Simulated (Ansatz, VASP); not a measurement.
# LuBrO: VASP beside Ansatz

One calculation is typed for both programs; each brings its own data sets. How far apart do they land? The structure shown is the start of the Ansatz relaxation below; VASP solves that cell, so the two are compared at the walk's first step.

Program: Ansatz 0.2.0. Level of theory: plane waves, with VASP 6.6.1 beside it; single point at PBEsol with D3(BJ). Results are calculated unless marked as measured.

### 1. The structure

The cell holds 6 atoms: 2 Br, 2 Lu and 2 O. Its edges and angles: a = 3.765 Å, b = 3.765 Å, c = 38.200 Å, α = 90.0°, β = 90.0°, γ = 90.0°. It derives from LuBrO. Vacuum lies along c.

### 2. Ansatz: relaxation, PBEsol with D3(BJ)

Ansatz runs on its PAW soft_1 files.

The two programs are compared at the cell with which this relaxation starts, whose forces are those of its first step.

Input file input.yaml:

```yaml
crystal:
  lattice:
    - [3.7646, 0.0, 0.0]
    - [0.0, 3.7646, 0.0]
    - [0.0, 0.0, 38.2]
  atoms:
    - { symbol: Br, position: [0.5, 0.0, 0.4282255805] }
    - { symbol: Lu, position: [0.0, 0.5, 0.4709665664] }
    - { symbol: O, position: [0.5, 0.5, 0.5] }
    - { symbol: O, position: [0.0, 0.0, 0.5] }
    - { symbol: Lu, position: [0.5, 0.0, 0.5290334336] }
    - { symbol: Br, position: [0.0, 0.5, 0.5717744195] }
  periodic: [true, true, false]
kpoints:
  mp_grid: { grid: [6, 6, 1] }
hamiltonian:
  xc: pbesol
  dispersion: d3bj
  pseudopotentials: { kind: paw, azcp: { folder: soft_1 }, xc_functional: pbe }
scf:
  occupations: { method: fermi_dirac, width: 0.02 }
relax:
  f_tol: 0.01
  max_steps: 100
  cell: {}
```

On the command line:

```sh
$ ansatz run input.yaml --threads 3 --pin off --max-ram 92160MiB --backend cuda --events-out ev --progress --plain --runs-dir out --devices 1 --max-vram 13GiB
```

Numbers of over 12 decimals in the logs are rounded to 6 here.

The program printed:

```text
GPUs: using 1 of 1 available (devices: 1).
Engine: ansatz 0.2.0, x86_64-unknown-linux-gnu
Pseudopotentials: kind: paw
Pseudopotential: Br, paw, valence charge 7, recommended cutoff 420 eV (normal), soft_1/Br.paw.azcp
Pseudopotential: Lu, paw, valence charge 25, recommended cutoff 420 eV (normal), soft_1/Lu.paw.azcp
Pseudopotential: O, paw, valence charge 6, recommended cutoff 420 eV (normal), soft_1/O.paw.azcp
Functional definition: PBEsol
  exchange = pbesol_x
  correlation = pbesol_c
device memory: the entry about to start is reckoned to put 4.6 GiB on a device that reports 6.7 GiB free
GPU FFT provider: cuFFT
GPU libraries: cuBLAS 13.8.2, cuFFT 12.4.0, cuSOLVER 12.3.4
Crystal: 6 atoms, lattice volume = 541.379 Å³
Basis set: ecut = 420 eV, 10535 PW (Γ), exchange–correlation on 54×54×512 points (8 copies of the dense FFT grid, shifted against one another)
Bands: 46, of which v1, the nominal top of the filled ones, is band 38 counted from 1 (37 counted from 0)
Symmetry: 16 space group operations
Space group: P4/nmm (ITA 129), of the structure as read, at distance tolerance 8.2e-5 Å
k-points: 10 of 36
Non-local potential: Br, projectors of the file, l = 0: 2, l = 1: 2, l = 2: 2
Non-local potential: Lu, projectors of the file, l = 0: 3, l = 1: 2, l = 2: 2, l = 3: 3
Non-local potential: O, projectors of the file, l = 0: 2, l = 1: 2, l = 2: 1
PAW form: soft (Blöchl's): semilocal exchange-correlation on the pseudo side does not see the compensation charge
PAW frozen core: Br, regenerated for the run's functional, and the local potential with it (the file was generated under x = pbe(κ = 0.804, μ = 0.219515), c = pbe(β = 0.066725))
PAW frozen core: Lu, regenerated for the run's functional, and the local potential with it (the file was generated under x = pbe(κ = 0.804, μ = 0.219515), c = pbe(β = 0.066725))
PAW frozen core: O, regenerated for the run's functional, and the local potential with it (the file was generated under x = pbe(κ = 0.804, μ = 0.219515), c = pbe(β = 0.066725))
PAW one-centre angular grid: Br, 110 points (default); XC on 64 Gauss nodes
PAW one-centre angular grid: Lu, 590 points (default); XC on 64 Gauss nodes
PAW one-centre angular grid: O, 110 points (default); XC on 64 Gauss nodes
Initial density: superposition of atomic densities (neutral atoms: chi_scale 0, normalization atom)
Initial wavefunctions: pseudopotential atomic-orbital guess
GPU buffer pool allocated for 186624 grid points (all kernels)
GPU transforms: local potential and band sums: pruned to the plane-wave sphere, on 25×25×256
Functional: x = pbesol(κ = 0.804, μ = 0.123457), c = pbesol(β = 0.046)
SCF iter   1: F=—  HF=-35837.188938 eV  |F-HF|=—  |Δ(HF+E_count)|=         —  Δρ=5.13e-2  dr2=1.89e1  ethr=3.10e-3  ⟨swp⟩=13.7  Hψ=2904  notcnv=0
preconditioner: auto → Resta (q_TF=auto, 1.967 Å⁻¹)  ε∞=1.9  [insulator: Δε(μ)=4.510 eV  Ē_g=14.126 eV  σ=0.020 eV  W_gap=1.00  n_scr=74 (ndim 8)  ℏωp=13.5 eV  f_vac=0.767  D(μ)=0.00/eV (n_scr^D=0)  ε∞_Penn≈1.9  vacuum switching on, ρ_ref=1.4e-2 e/Å³]
SCF iter   2: F=—  HF=-35833.008594 eV  |F-HF|=—  |Δ(HF+E_count)|=    4.18e0  Δρ=3.45e-2  dr2=3.96e0  ethr=3.10e-3  ⟨swp⟩=7.4  Hψ=1513  notcnv=0  defer=24
SCF iter   3: F=—  HF=-35832.187244 eV  |F-HF|=—  |Δ(HF+E_count)|=   8.21e-1  Δρ=8.37e-3  dr2=3.52e-1  ethr=3.10e-3  ⟨swp⟩=4.8  Hψ=1036  notcnv=0  defer=29
SCF iter   4: F=—  HF=-35832.154918 eV  |F-HF|=—  |Δ(HF+E_count)|=   3.23e-2  Δρ=4.47e-3  dr2=9.99e-2  ethr=4.63e-4  ⟨swp⟩=5.2  Hψ=1315  notcnv=0  defer=29
SCF iter   5: F=—  HF=-35832.111686 eV  |F-HF|=—  |Δ(HF+E_count)|=   4.32e-2  Δρ=1.79e-3  dr2=2.21e-2  ethr=1.31e-4  ⟨swp⟩=5.2  Hψ=1307  notcnv=0  defer=27
SCF iter   6: F=—  HF=-35832.106205 eV  |F-HF|=—  |Δ(HF+E_count)|=   5.48e-3  Δρ=5.52e-4  dr2=1.72e-3  ethr=2.91e-5  ⟨swp⟩=5.4  Hψ=1152  notcnv=0  defer=27
SCF iter   7: F=—  HF=-35832.106154 eV  |F-HF|=—  |Δ(HF+E_count)|=   5.06e-5  Δρ=8.26e-5  dr2=2.71e-5  ethr=2.26e-6  ⟨swp⟩=2.8  Hψ=864  notcnv=0  defer=27
SCF iter   8: F=—  HF=-35832.106110 eV  |F-HF|=—  |Δ(HF+E_count)|=   4.47e-5  Δρ=2.90e-5  dr2=2.71e-6  ethr=3.57e-8  ⟨swp⟩=3.2  Hψ=1174  notcnv=0  defer=27
SCF iter   9: F=—  HF=-35832.106112 eV  |F-HF|=—  |Δ(HF+E_count)|=   1.89e-6  Δρ=1.93e-5  dr2=1.86e-6  ethr=3.56e-9  ⟨swp⟩=3.0  Hψ=1059  notcnv=0  defer=27
SCF iter  10: F=—  HF=-35832.106111 eV  |F-HF|=—  |Δ(HF+E_count)|=   2.77e-7  Δρ=8.45e-6  dr2=3.40e-7  ethr=2.45e-9  ⟨swp⟩=2.1  Hψ=704  notcnv=0  defer=27
[...]
SCF 1 converged in 11 iterations: F = -35832.106111 eV  dr2 = 1.48e-8
  greatest PAW one-centre occupation: 0.998 electrons in one spin orbital (limit 2), on the Lu atom at site 4 (counted from 0), in its partial waves of l = 0
[...]
preconditioner: auto → Resta (q_TF=auto, 1.979 Å⁻¹)  ε∞=2.0  [insulator: Δε(μ)=4.341 eV  Ē_g=13.749 eV  σ=0.020 eV  W_gap=1.00  n_scr=76 (ndim 8)  ℏωp=13.8 eV  f_vac=0.771  D(μ)=0.00/eV (n_scr^D=0)  ε∞_Penn≈2.0  vacuum switching on, ρ_ref=1.4e-2 e/Å³]
[...]
SCF iter   5: F=—  HF=-35832.165794 eV  |F-HF|=—  |Δ(HF+E_count)|=   1.95e-8  Δρ=4.71e-6  dr2=5.82e-8  ethr=1.02e-9  ⟨swp⟩=3.3  Hψ=1178  notcnv=0
SCF iter   6: F=-35832.165794 eV  HF=-35832.165794 eV  |F-HF|=5.65e-9  |Δ(HF+E_count)|=   2.23e-8  Δρ=1.47e-6  dr2=9.99e-9  ethr=7.37e-11  ⟨swp⟩=7.2  Hψ=2562  notcnv=0
SCF 4 converged in 6 iterations: F = -35832.165794 eV  dr2 = 9.99e-9
relax step   4: F+E_penalty+E_count = -35832.16579388 eV  Δ(F+E_penalty+E_count) = -1.572e-4 eV  max|allowed force component| = 5.932e-3 eV/Å  Δτ_max = 0.0109 Å  P = +0.011 N/m  Ω = 522.069 Å³  energy of the carried Pulay correction = +5.375e-3 eV  fix = [c, alpha, beta]  reactions: c +0.000 N/m  (6 SCF iters, dr2 threshold 5.60e-8 eV, accepted)
device memory: the entry about to start is reckoned to put 4.6 GiB on a device that reports 6.5 GiB free
GPU FFT provider: cuFFT
GPU libraries: cuBLAS 13.8.2, cuFFT 12.4.0, cuSOLVER 12.3.4
Basis set: ecut = 420 eV, 10231 PW (Γ), exchange–correlation on 50×50×512 points (8 copies of the dense FFT grid, shifted against one another)
Initial wavefunctions: pseudopotential atomic-orbital guess (no wavefunctions were taken with the density)
GPU buffer pool allocated for 160000 grid points (all kernels)
GPU transforms: local potential and band sums: pruned to the plane-wave sphere, on 25×25×256
iter 1 solved again at ethr=4.96e-7 eV; its pass at ethr=3.10e-3 eV (dr2=3.77e-4 eV) is discarded
SCF iter   1: F=—  HF=-35832.161507 eV  |F-HF|=—  |Δ(HF+E_count)|=         —  Δρ=7.33e-5  dr2=3.74e-6  ethr=4.96e-7  ⟨swp⟩=5.6  Hψ=5040  notcnv=0
preconditioner: auto → Resta (q_TF=auto, 1.979 Å⁻¹)  ε∞=2.0  [insulator: Δε(μ)=4.340 eV  Ē_g=13.746 eV  σ=0.020 eV  W_gap=1.00  n_scr=76 (ndim 8)  ℏωp=13.8 eV  f_vac=0.771  D(μ)=0.00/eV (n_scr^D=0)  ε∞_Penn≈2.0  vacuum switching on, ρ_ref=1.4e-2 e/Å³]
SCF iter   2: F=—  HF=-35832.161419 eV  |F-HF|=—  |Δ(HF+E_count)|=   8.83e-5  Δρ=3.63e-5  dr2=1.71e-6  ethr=4.92e-9  ⟨swp⟩=3.5  Hψ=1264  notcnv=0
SCF iter   3: F=—  HF=-35832.161419 eV  |F-HF|=—  |Δ(HF+E_count)|=   8.85e-7  Δρ=1.87e-5  dr2=3.73e-7  ethr=2.26e-9  ⟨swp⟩=3.1  Hψ=1115  notcnv=0
SCF iter   4: F=—  HF=-35832.161420 eV  |F-HF|=—  |Δ(HF+E_count)|=   1.66e-7  Δρ=1.96e-6  dr2=5.55e-9  ethr=4.91e-10  ⟨swp⟩=3.3  Hψ=1126  notcnv=0
SCF iter   5: F=—  HF=-35832.161420 eV  |F-HF|=—  |Δ(HF+E_count)|=   5.45e-9  Δρ=1.26e-6  dr2=3.47e-9  ethr=7.30e-12  ⟨swp⟩=3.3  Hψ=1209  notcnv=0
SCF iter   6: F=—  HF=-35832.161420 eV  |F-HF|=—  |Δ(HF+E_count)|=  9.60e-10  Δρ=3.39e-7  dr2=3.64e-10  ethr=4.56e-12  ⟨swp⟩=3.0  Hψ=1003  notcnv=0
SCF iter   7: F=-35832.161420 eV  HF=-35832.161420 eV  |F-HF|=4.00e-10  |Δ(HF+E_count)|=  4.37e-11  Δρ=9.74e-8  dr2=1.79e-11  ethr=1.00e-12  ⟨swp⟩=11.9  Hψ=4284  notcnv=0
SCF 5 converged in 7 iterations: F = -35832.161420 eV  dr2 = 1.79e-11
relax step   5: F+E_penalty+E_count = -35832.16141960 eV  Δ(F+E_penalty+E_count) = +4.374e-3 eV  max|allowed force component| = 5.055e-3 eV/Å  Δτ_max = 0.0000 Å  P = -0.047 N/m  Ω = 522.069 Å³  fix = [c, alpha, beta]  reactions: c -0.000 N/m  stress off target by 4.70e-2 N/m on what of the cell is left free  SCF on the basis re-selected at this cell (its energy is not comparable with the rows above)  (7 SCF iters)
basis re-selected at this cell: Δ(F+E_penalty+E_count) = +4.374e-3 eV, ΔP = -0.058 N/m vs the last step (what re-selecting the basis moved, of the pressure what is left beyond the Pulay correction that the steps carried, after the strain that the cell walked since its last selection, with what the two solves' SCF thresholds leave and, on support functions, any second-order correction that the steps lacked; it is no measure of the basis error at this ecutwfc). The dense FFT grid was sized anew with the basis: this SCF ran on 25×25×256 points, the steps before it on 27×27×256, so part of this shift can come from that change (see relax.cell in the input reference). [rest of the remark cut]
SCF converged after 7 iterations
Free energy (F): -35832.161420 eV
Harris-Foulkes:  -35832.161420 eV  (|F-HF|=4.00e-10)
Internal energy: -35832.161420 eV  (E = F + TS)
E sigma→0 (E₀):  -35832.161420 eV
Fermi energy:    -4.897312 eV
--- Per-component energies (eV) ---
  E_band       = -1270.022941
  E_kinetic    = 1445.822562
  E_local      = -312190.977196  (includes V_loc(G=0)·N_el)
  E_nonlocal   = 1581.472833
  E_hartree    = 154175.395110
  E_xc         = -948.660709
  E_vxc        = -910.135140  (∫ρ·V_xc dr)
  E_paw        = -19453.609942  (= ΣΔE_a)
  E_vpaw       = 453.001669  (= ΣTr[D̂ρ^β])
  E_aug_tail   = 0.001540  (compensation charges beyond the density's cutoff)
  E_ewald      = 139556.864058
  E_disp       = -1.108561  (pairwise vdW)
  E_core_change = 2.638887  (= ΣΔE_core)
  E_smearing   = -0.000000  (= −TS)
  E_closure    = 0.000000  (closes the sum)
  Σ components = -35832.161420   (vs F -35832.161420, Δ=0.00e0)
--- Forces (eV/Å), atoms counted from 1 ---
  atom   1  Br     0.00000000     0.00000000    -0.00505472
  atom   2  Lu    -0.00000000     0.00000000     0.00496057
  atom   3  O      0.00000000     0.00000000    -0.00000000
  atom   4  O      0.00000000     0.00000000     0.00000000
  atom   5  Lu    -0.00000000     0.00000000    -0.00496057
  atom   6  Br     0.00000000     0.00000000     0.00505472
  max |Σ_I F_I| component: 8.67e-19 eV/Å
--- 2D stress c σ (N/m, compression-positive) ---
       -0.047047       0.000000       0.000000
        0.000000      -0.047047       0.000000
        0.000000       0.000000      -0.000000
  P = ½ c Tr σ = -0.0470 N/m
--- Band table (eV; the first three rows and the last of 10) ---
  k-point 0: bands = [... 34 lower, -7.6262, -7.5204, -7.0746, -7.0746, -2.7349, -2.5438, -1.5524 (-1.5524°), -1.1749 (-1.1749°), ... 4 higher]
  k-point 1: bands = [... 34 lower, -7.6018, -7.4684, -7.4061, -7.1520, -2.0678, -1.8266, -1.0879 (-1.0879°), -0.9744 (-0.9744°), ... 4 higher]
  k-point 2: bands = [... 34 lower, -7.6269, -7.5522, -7.4998, -7.2243, -1.3349, -1.3322, -1.0347, -0.8799, ... 4 higher]
  k-point 9: bands = [... 34 lower, -7.7623, -7.7623, -7.4858, -7.4858, -2.1298, -2.1298, -0.5597, -0.5597, ... 4 higher]
  ° read free of the cell's end (the report's vacuum.weakly_bound_levels)
--- Relaxed structure (4 steps of the walk, 4 accepted, 1 SCFs on fresh bases) ---
  F+E_penalty+E_count = -35832.16141960 eV   max|allowed force component| = 5.055e-3 eV/Å   (the final SCF, on the basis selected at the relaxed cell)
  cell:  # Å, volume = 522.0686 Å³
    - [3.696852, 0, 0]
    - [0, 3.696852, 0]
    - [0, 0, 38.2]
  atoms:
    - { symbol: Br, position: [0.5, 0, 0.428118] }
    - { symbol: Lu, position: [0, 0.5, 0.470787] }
    - { symbol: O, position: [0.5, 0.5, 0.500000] }
    - { symbol: O, position: [0, 0, 0.500000] }
    - { symbol: Lu, position: [0.5, 0, 0.529213] }
    - { symbol: Br, position: [0, 0.5, 0.571882] }
```

(Part 1 of 2 ends here.)

[Lines on the potential files, build, host, timing and source positions are cut from VASP's logs without a mark.]

[Logs are printed without paths, hosts, clocks, repeated set-up lines and the standing remarks that a program may print on its own settings, such as how far it seeks lower states.]

[Hosts, paths, dates, database ids (printed as entryN), source tags and the programs' standing remarks are cut or masked in the printed files.]
